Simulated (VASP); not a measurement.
Computed with PBEsol GGA, VASP's PBE PAW potentials (set 64) (plane waves; VASP).

The input files of a VASP run:

**POSCAR**
```
TiB2
1.0
  1.5090223048  -2.6137033278   0.0000000000
  1.5090223048   2.6137033278   0.0000000000
  0.0000000000   0.0000000000   3.1864759798
Ti B
1 2
Cartesian
  0.0000000000   0.0000000000   0.0000000000
  1.5090223048   0.8712361851   1.5932379899
  1.5090223048  -0.8712361851   1.5932379899
```

**INCAR**
```
SYSTEM = TiB2
PREC = Accurate
ENCUT = 620
EDIFF = 1E-6
NELM = 100
ALGO = Normal
LREAL = .FALSE.
LASPH = .TRUE.
ISMEAR = 1
SIGMA = 0.1
GGA = PS
LMAXMIX = 4
LWAVE = .FALSE.
LCHARG = .FALSE.
IBRION = 2
ISIF = 3
NSW = 40
EDIFFG = -0.02
```

File KPOINTS:
```
Automatic mesh
0
Gamma
12 12 10
0 0 0
```

POTCAR, in this order: Ti_sv B (PBE.64 set). Program: vasp_std.

The run wrote:

File OSZICAR:
```
       N       E                     dE             d eps       ncg     rms          rms(c)
DAV:   1     0.138857479358E+03    0.13886E+03   -0.10538E+04  2964   0.181E+03
DAV:   2    -0.194978415606E+02   -0.15836E+03   -0.15463E+03  3004   0.422E+02
DAV:   3    -0.304632222245E+02   -0.10965E+02   -0.10801E+02  4419   0.101E+02
DAV:   4    -0.308349523139E+02   -0.37173E+00   -0.37138E+00  3776   0.171E+01
DAV:   5    -0.308455280026E+02   -0.10576E-01   -0.10575E-01  4312   0.254E+00    0.176E+01
DAV:   6    -0.257524529556E+02    0.50931E+01   -0.25109E+01  3954   0.604E+01    0.400E+00
DAV:   7    -0.257931886931E+02   -0.40736E-01   -0.15338E+00  3243   0.146E+01    0.350E+00
DAV:   8    -0.258031998192E+02   -0.10011E-01   -0.16381E-01  4360   0.370E+00    0.735E-01
DAV:   9    -0.257949149870E+02    0.82848E-02   -0.66055E-02  4022   0.338E+00    0.252E-01
DAV:  10    -0.257943853976E+02    0.52959E-03   -0.47013E-03  3756   0.977E-01    0.790E-02
DAV:  11    -0.257943832380E+02    0.21595E-05   -0.24995E-04  4096   0.214E-01    0.591E-02
DAV:  12    -0.257943570013E+02    0.26237E-04   -0.17587E-04  3842   0.186E-01    0.999E-03
DAV:  13    -0.257943558637E+02    0.11376E-05   -0.11964E-05  3608   0.467E-02    0.195E-03
DAV:  14    -0.257943558886E+02   -0.24891E-07   -0.23140E-07  1662   0.623E-03
   1 F= -.25794356E+02 E0= -.25794115E+02  d E =-.257944E+02
```

File OUTCAR:
```
------------------------ aborting loop because EDIFF is reached ----------------------------------------
  FORCE on cell =-STRESS in cart. coord.  units (eV):
  Direction    XX          YY          ZZ          XY          YZ          ZX
  --------------------------------------------------------------------------------------
  Total        0.0307463      0.0307463     -0.0082992      0.0000000      0.0000000      0.0000000
  in kB        1.9597970      1.9597971     -0.5290000      0.0000000      0.0000000      0.0000000
  external PRESSURE =       1.1301981 kB  Pullay stress =       0.0000000 kB
  volume of cell :       25.14
      direct lattice vectors                 reciprocal lattice vectors
     1.509022305 -2.613703328  0.000000000     0.331340364 -0.191299447  0.000000000
     1.509022305  2.613703328  0.000000000     0.331340364  0.191299447  0.000000000
     0.000000000  0.000000000  3.186475980     0.000000000  0.000000000  0.313826310
 POSITION                                       TOTAL-FORCE (eV/Angst)
 -----------------------------------------------------------------------------------
      0.00000      0.00000      0.00000        -0.000000     -0.000000      0.000000
      1.50902      0.87124      1.59324        -0.000000      0.000000      0.000000
      1.50902     -0.87124      1.59324         0.000000     -0.000000     -0.000000
 -----------------------------------------------------------------------------------
    total drift:                                0.000000      0.000000      0.000000
  FREE ENERGIE OF THE ION-ELECTRON SYSTEM (eV)
  ---------------------------------------------------
  free  energy   TOTEN  =       -25.7943558886 eV

  energy  without entropy=      -25.7936345435  energy(sigma->0) =      -25.79411544

 reached required accuracy - stopping structural energy minimisation
```
(Selected blocks of OUTCAR.)

**OUTCAR**
```
 val. band max:       10.1366614502   @ k =   0.3333   0.1667   0.0000

 cond. band min:      10.1670531210   @ k =   0.1667   0.1667   0.2000


 Fermi energy:        10.1444243871

 k-point     1 :       0.0000    0.0000    0.0000
  band No.  band energies     occupation
      1     -46.5054      2.00000
      2     -22.9616      2.00000
      3     -22.6450      2.00000
      4     -22.6449      2.00000
      5      -3.4345      2.00000
      6       7.4328      2.00000
      7       7.4329      2.00000
      8       7.9302      2.00000
      9       7.9579      2.00000
     10      12.0925     -0.00000
     11      12.0925     -0.00000
     12      13.9696      0.00000
     13      13.9696      0.00000

 k-point     2 :       0.0833   -0.0000    0.0000
  band No.  band energies     occupation
      1     -46.5015      2.00000
      2     -22.9566      2.00000
      3     -22.6749      2.00000
      4     -22.6517      2.00000
      5      -3.2990      2.00000
      6       7.0526      2.00000
      7       7.4138      2.00000
      8       7.8103      2.00000
      9       8.0239      2.00000
     10      12.0519     -0.00000
     11      12.3366      0.00000
     12      13.4120      0.00000
     13      13.5019      0.00000

 k-point     3 :       0.1667   -0.0000    0.0000
  band No.  band energies     occupation
      1     -46.4907      2.00000
      2     -22.9430      2.00000
      3     -22.7561      2.00000
      4     -22.6702      2.00000
      5      -2.9007      2.00000
      6       6.0764      2.00000
      7       7.3418      2.00000
      8       7.5422      2.00000
      9       8.1714      2.00000
     10      11.9430     -0.00000
     11      12.6390      0.00000
     12      12.9293      0.00000
     13      12.9455      0.00000

 k-point     4 :       0.2500    0.0000    0.0000
  band No.  band energies     occupation
      1     -46.4759      2.00000
      2     -22.9245      2.00000
      3     -22.8655      2.00000
...
```

The compound is TiB2 in the AlB2 type structure. It was relaxed first.
